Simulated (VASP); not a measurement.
Given:

```yaml
crystal:
  lattice:
    - [0.00000, 3.02359, 3.02359]
    - [3.02359, 0.00000, 3.02359]
    - [3.02359, 3.02359, 0.00000]
  atoms:
    - { symbol: Ga, position: [0.00000, 0.00000, 0.00000] }
    - { symbol: Sb, position: [0.25000, 0.25000, 0.25000] }
```

The numbers are results of MS2 meta-GGA, VASP's PBE PAW potentials (set 64) (plane waves; VASP), not measurements. Run with 520 eV cut-off, 8×8×8 Γ-centred mesh, Gaussian smearing of 0.050 eV, potentials Ga_d Sb.

Unless said otherwise, spin-orbit coupling is left out, though it shifts the bands of the heavy elements here.

Problem. Estimate the energy per atom (σ→0), pressure, band gap (on the k-mesh) with the smallest direct gap where there is one.

Solution. 
```json
{
 "band gap (on the k-mesh)": "0.58 eV",
 "smallest direct gap (on the k-mesh)": "0.58 eV",
 "energy per atom (σ→0)": "-232.8 kJ/mol of atoms",
 "pressure": "1.62 GPa"
}
```

Total energies compare only between runs with the same potentials, cut-off and functional.

The compound is GaSb in the zinc blende structure. This cell is one point of a volume scan, at 0.97 of the reference volume.
